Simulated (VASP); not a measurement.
# Ce2CoH (P6_3/mmc) in VASP: single point with PBE

Aim: the single point of Ce2CoH with PBE.

Everything below comes from runs of VASP 6.6.1. Logs are shortened: lines on timing, memory, paths and dates and some standing lists are left out, and cuts for length are marked.

## 1. The structure

The structure is hexagonal, space group P6_3/mmc (No. 194). Conventional cell: a = 3.969 Å, b = 3.969 Å, c = 14.623 Å, α = 90.00°, β = 90.00°, γ = 120.00°. Around Co (site symmetry -3m) lie 6 Ce at 2.69 Å. Ce (site symmetry 3m) is surrounded by 1 H at 2.24 Å. H (site symmetry -6m2) is surrounded by 2 Ce at 2.24 Å.

The cell was built by a generator and needn't be a form met in nature.

## 2. Single point, PBE, collinear spin, twin_end start

Contents of INCAR:

```
PREC = Accurate ; ENCUT = 520
EDIFF = 1E-7 ; ISMEAR = -1
SIGMA = 0.0127 ; LREAL = F
LASPH = T ; NELM = 150
ALGO = Normal ; ISIF = 2
LWAVE = F ; LCHARG = T
ISPIN = 2 ; MAGMOM = -0.17 -0.17 0.51 0.51 0.51 0.51 0 0
LORBIT = 11 ; LMAXMIX = 6
GGA = PE ; LELF = T
LVHAR = T ; NBANDS = 48
```

Contents of KPOINTS:

```
Automatic mesh
0
Gamma
  5 5 2
```

Contents of POSCAR:

```
Ce2CoH
1.0
    1.9842744204      3.4368641123      0.0000000000
   -1.9842744204      3.4368641123      0.0000000000
    0.0000000000      0.0000000000     14.6229716023
Co Ce H
2 4 2
Direct
    0.0000000000      0.0000000000      0.0000000000
    0.0000000000      0.0000000000      0.5000000000
    0.3333333333      0.3333333333      0.0969459210
    0.6666666667      0.6666666667      0.5969459210
    0.3333333333      0.3333333333      0.4030540790
    0.6666666667      0.6666666667      0.9030540790
    0.3333333333      0.3333333333      0.2500000000
    0.6666666667      0.6666666667      0.7500000000
```

Potentials or basis: VASP PAW PBE potentials, release 64 (Co, Ce, H).

Run with:

```console
> cat potpaw_PBE.64/Co/POTCAR potpaw_PBE.64/Ce/POTCAR potpaw_PBE.64/H/POTCAR > POTCAR
> mpirun -np 1 vasp_std > vasp.out
```

OUTCAR:

```text
PREC = Accurate
   ENCUT = 520
   EDIFF = 1E-7
   ISMEAR = -1
   LREAL = F
   LASPH = T
   NELM = 150
   ISIF = 2
   ISPIN = 2
   LORBIT = 11
   GGA = PE

 ion  position               nearest neighbor table
   1  0.000  0.000  0.000-   3 2.69   6 2.69   6 2.69   6 2.69   3 2.69   3 2.69
   2  0.000  0.000  0.500-   4 2.69   5 2.69   4 2.69   4 2.69   5 2.69   5 2.69
   3  0.333  0.333  0.097-   1 2.69   1 2.69   1 2.69
   4  0.667  0.667  0.597-   2 2.69   2 2.69   2 2.69
   5  0.333  0.333  0.403-   2 2.69   2 2.69   2 2.69
   6  0.667  0.667  0.903-   1 2.69   1 2.69   1 2.69
   7  0.333  0.333  0.250-
   8  0.667  0.667  0.750-

  LATTYP: Found a hexagonal cell.
 ALAT       =     3.9685488408
 C/A-ratio  =     3.6847150404

  Lattice vectors:

 A1 = (   1.9842744204,  -3.4368641123,   0.0000000000)
 A2 = (   1.9842744204,   3.4368641123,   0.0000000000)
 A3 = (   0.0000000000,   0.0000000000,  14.6229716023)

Analysis of symmetry for initial positions (statically):
=====================================================================
 Subroutine PRICEL returns:
 Original cell was already a primitive cell.

 Routine SETGRP: Setting up the symmetry group for a
 hexagonal supercell.

 Subroutine GETGRP returns: Found 24 space group operations
 (whereof 12 operations were pure point group operations)
 out of a pool of 24 trial point group operations.

The static configuration has the point symmetry D_3d.
 The point group associated with its full space group is D_6h.

Analysis of symmetry for dynamics (positions and initial velocities):
=====================================================================
 Subroutine PRICEL returns:
 Original cell was already a primitive cell.

 Routine SETGRP: Setting up the symmetry group for a
 hexagonal supercell.

 Subroutine GETGRP returns: Found 24 space group operations
 (whereof 12 operations were pure point group operations)
 out of a pool of 24 trial point group operations.

The dynamic configuration has the point symmetry D_3d.
 The point group associated with its full space group is D_6h.

Analysis of structural, dynamic, and magnetic symmetry:
=====================================================================
 Subroutine PRICEL returns:
 Original cell was already a primitive cell.

 Routine SETGRP: Setting up the symmetry group for a
 hexagonal supercell.

 Subroutine GETGRP returns: Found 24 space group operations
 (whereof 12 operations were pure point group operations)
 out of a pool of 24 trial point group operations.

The overall configuration has the point symmetry D_3d.
 The point group associated with its full space group is D_6h.

 Subroutine INISYM returns: Found 24 space group operations
 (whereof 12 operations are pure point group operations),
 and found     1 'primitive' translations

----------------------------------------------------------------------------------------

                                     Primitive cell

  volume of cell :     199.4480

  direct lattice vectors                    reciprocal lattice vectors
     1.984274420  3.436864112  0.000000000     0.251981276  0.145481457  0.000000000
    -1.984274420  3.436864112  0.000000000    -0.251981276  0.145481457  0.000000000
     0.000000000  0.000000000 14.622971602     0.000000000  0.000000000  0.068385553

  length of vectors
     3.968548841  3.968548841 14.622971602     0.290962915  0.290962915  0.068385553

  position of ions in fractional coordinates (direct lattice)
     0.000000000  0.000000000  0.000000000
     0.000000000  0.000000000  0.500000000
     0.333333333  0.333333333  0.096945921
     0.666666667  0.666666667  0.596945921
     0.333333333  0.333333333  0.403054079
     0.666666667  0.666666667  0.903054079
     0.333333333  0.333333333  0.250000000
     0.666666667  0.666666667  0.750000000

[... 50 lines left out ...]
   number of dos      NEDOS =    301   number of ions     NIONS =      8
   total plane-waves  NPLWV = 100800
   dimension x,y,z NGX =    30 NGY =   30 NGZ =  112
   dimension x,y,z NGXF=    60 NGYF=   60 NGZF=  224
   ions per type =               2   4   2
   NGX,Y,Z   is equivalent  to a cutoff of  12.57, 12.57, 12.73 a.u.
   NGXF,Y,Z  is equivalent  to a cutoff of  25.13, 25.13, 25.47 a.u.
 SYSTEM =  unknown system
   PREC   = accura    normal or accurate (medium, high low for compatibility)
   ISTART =      0    job   : 0-new  1-cont  2-samecut
   ICHARG =      2    charge: 1-file 2-atom 10-const
   ISPIN  =      2    spin polarized calculation?
   LNONCOLLINEAR =      F non collinear calculations
   LSORBIT =      F    spin-orbit coupling
   LASPH  =      T    aspherical Exc in radial PAW
   ENCUT  =  520.0 eV  38.22 Ry    6.18 a.u.   7.38  7.38 27.19*2*pi/ulx,y,z
   NELM   =    150;   NELMIN=  2; NELMDL= -5     # of ELM steps
   EDIFF  = 0.1E-06   stopping-criterion for ELM
   LREAL  =      F    real-space projection
   EDIFFG = 0.1E-05   stopping-criterion for IOM
   NSW    =      0    number of steps for IOM
   IBRION =     -1    ionic relax: 0-MD 1-quasi-New 2-CG
   NFREE  =      0    steps in history (QN), initial steepest desc. (CG)
   ISIF   =      2    stress and relaxation
   ISYM   =      2    0-nonsym 1-usesym 2-fastsym
   POTIM  = 0.5000    time-step for ionic-motion
   TEBEG  =    0.0;   TEEND  =   0.0 temperature during run
   PSTRESS=    0.0 pullay stress
   NELECT =      68.0000    total number of electrons
   NUPDOWN=      -1.0000    fix difference up-down
   EMIN   =  10.00;   EMAX   =-10.00  energy-range for DOS
   EFERMI =   0.00;   METHOD = LEGACY
   ISMEAR =    -1;   SIGMA  =   0.01  broadening in eV -4-tet -1-fermi 0-gaus
   EFERMI_NEDOS =   21; number of points for ismear=-14 and -15
   IALGO  =     38    algorithm
   IMIX   =      4    mixing-type and parameters
     AMIX     =   0.40;   BMIX     =  1.00
     AMIX_MAG =   1.60;   BMIX_MAG =  1.00
  volume/ion in A,a.u.               =      24.93       168.24
  Fermi-wavevector in a.u.,A,eV,Ry     =   1.143671  2.161225 17.796204  1.307984
  Thomas-Fermi vector in A             =   2.280366
   LORBIT       =     11    0 simple, 1 ext, 2 COOP (PROOUT), +10 PAW based schemes
   GGA     = PE    functional components
   LHFCALC =     F    Hartree Fock is set to
   AEXX    =    0.0000 exact exchange contribution
   IVDW    =     0    specifies the selected vdW correction
   LEPSILON=     F    determine dielectric tensor
   LRPA    =     F    only Hartree local field effects (RPA)
 spin polarized calculation
  energy-cutoff  :      520.00
  volume of cell :      199.45
 maximum number of plane-waves:      5394
 NGX is ok and might be reduce to    30
   NGX = 15   NGY = 15   NGZ = 55

 number of electron      68.0000014 magnetization       2.0800477

 Free energy of the ion-electron system (eV)
  ---------------------------------------------------
  ext. energy  EPLUGINS =         0.00000000
  ---------------------------------------------------
  free energy    TOTEN  =       -44.29105812 eV

  energy without entropy =      -44.27946897  energy(sigma->0) =      -44.28526354

 E-fermi :   5.3417     XC(G=0):  -9.2444

 val. band max:        5.3266027788   @ k =   0.4000   0.2000   0.0000
 cond. band min:       5.3419472777   @ k =   0.4000  -0.0000   0.0000
 fundamental gap:      0.0153444989
 Fermi energy:         5.3417323015

 spin component 1

 k-point     1 :       0.0000    0.0000    0.0000
  band No.  band energies     occupation
      1     -29.4001      1.00000
      2     -29.3961      1.00000
      3     -29.2932      1.00000
      4     -29.2891      1.00000
      5     -12.6404      1.00000
      6     -12.5318      1.00000
[... 479 lines left out ...]
     45       5.6433      0.00000
     46       5.6440      0.00000
 Fermi energy:         5.3417323015

 spin component 2

 k-point     1 :       0.0000    0.0000    0.0000
  band No.  band energies     occupation
      1     -29.1437      1.00000
      2     -29.1397      1.00000
      3     -29.0361      1.00000
      4     -29.0319      1.00000
      5     -12.4420      1.00000
      6     -12.3300      1.00000
[... 479 lines left out ...]
     45       5.9499      0.00000
     46       5.9500      0.00000
 [bands above 46 left out]

------------------------ aborting loop because EDIFF is reached ----------------------------------------

  FORCE on cell =-STRESS in cart. coord.  units (eV):
  Direction    XX          YY          ZZ          XY          YZ          ZX
  --------------------------------------------------------------------------------------
  -------------------------------------------------------------------------------------
  Total       -0.2213936     -0.2213936     -0.1837584      0.0000000      0.0000000      0.0000000
  in kB       -1.7784672     -1.7784672     -1.4761415      0.0000000      0.0000000      0.0000000
  external PRESSURE =      -1.6776920 kB  Pullay stress =       0.0000000 kB

 VOLUME and BASIS-vectors are now :
 -----------------------------------------------------------------------------
  energy-cutoff  :      520.00
  volume of cell :      199.45
      direct lattice vectors                 reciprocal lattice vectors
     1.984274420  3.436864112  0.000000000     0.251981276  0.145481457  0.000000000
    -1.984274420  3.436864112  0.000000000    -0.251981276  0.145481457  0.000000000
     0.000000000  0.000000000 14.622971602     0.000000000  0.000000000  0.068385553

 POSITION                                       TOTAL-FORCE (eV/Angst)
 -----------------------------------------------------------------------------------
      0.00000      0.00000      0.00000        -0.000000     -0.000000      0.000000
      0.00000      0.00000      7.31149        -0.000000     -0.000000      0.000000
      0.00000      2.29124      1.41764         0.000000      0.000000      0.012838
      0.00000      4.58249      8.72912        -0.000000      0.000000      0.012838
      0.00000      2.29124      5.89385        -0.000000      0.000000     -0.012838
      0.00000      4.58249     13.20533         0.000000     -0.000000     -0.012838
      0.00000      2.29124      3.65574        -0.000000     -0.000000     -0.000000
      0.00000      4.58249     10.96723        -0.000000      0.000000      0.000000
 -----------------------------------------------------------------------------------
    total drift:                               -0.000000      0.000000     -0.000000

  FREE ENERGIE OF THE ION-ELECTRON SYSTEM (eV)
  ---------------------------------------------------
  free  energy   TOTEN  =       -44.2910581193 eV

  energy  without entropy=      -44.2794689682  energy(sigma->0) =      -44.28526354

 total charge

# of ion       s       p       d       f       tot
--------------------------------------------------
    1        0.646   0.296   7.451   0.000   8.393
    2        0.646   0.296   7.451   0.000   8.393
    3        2.090   5.644   0.981   1.010   9.725
    4        2.090   5.644   0.981   1.010   9.725
    5        2.090   5.644   0.981   1.010   9.725
    6        2.090   5.644   0.981   1.010   9.725
    7        0.548   0.003   0.000   0.000   0.551
    8        0.548   0.003   0.000   0.000   0.551
--------------------------------------------------
tot         10.750  23.172  18.825   4.038  56.787

 magnetization (x)

# of ion       s       p       d       f       tot
--------------------------------------------------
    1       -0.003   0.031  -0.176   0.000  -0.148
    2       -0.003   0.031  -0.176   0.000  -0.148
    3       -0.000  -0.000   0.045   0.490   0.534
    4       -0.000  -0.000   0.045   0.490   0.534
    5       -0.000  -0.000   0.045   0.490   0.534
    6       -0.000  -0.000   0.045   0.490   0.534
    7       -0.004   0.000   0.000   0.000  -0.003
    8       -0.004   0.000   0.000   0.000  -0.003
--------------------------------------------------
tot         -0.015   0.060  -0.172   1.959   1.832
```

Run time: 7.7 min. Hardware: 1 thread of Intel Xeon Platinum 8488C (Sapphire Rapids), shared host; peak memory 0.46 GiB.

Results:

- Free energy: -44.2911 eV
- Pressure: -0.2 GPa
- Largest force: 0.013 eV/Å
- Band gap on the k mesh: none (metal or under the smearing width)
- Net moment: 2.08 μB per cell
- Site moments: Co -0.15; Ce +0.53; H -0.00 μB
- Valence electrons inside the program's atomic spheres: Co 8.39; Ce 9.72; H 0.55

Forces in eV/Å, atoms in the order of the input:
```
Co   0.000  0.000  0.000
Co   0.000  0.000  0.000
Ce   0.000  0.000  0.013
Ce   0.000  0.000  0.013
Ce   0.000  0.000 -0.013
Ce   0.000  0.000 -0.013
H    0.000  0.000  0.000
H    0.000  0.000  0.000
```

Caveat: the k mesh is coarse (spacing up to 0.37 Å⁻¹), so the values aren't converged; the magnetic or orbital state may not be the lowest; spin-orbit coupling is left out, which moves the levels of the heavy elements; without U or exact exchange the open f shell lies at the Fermi level, which spoils levels, moments and volumes.
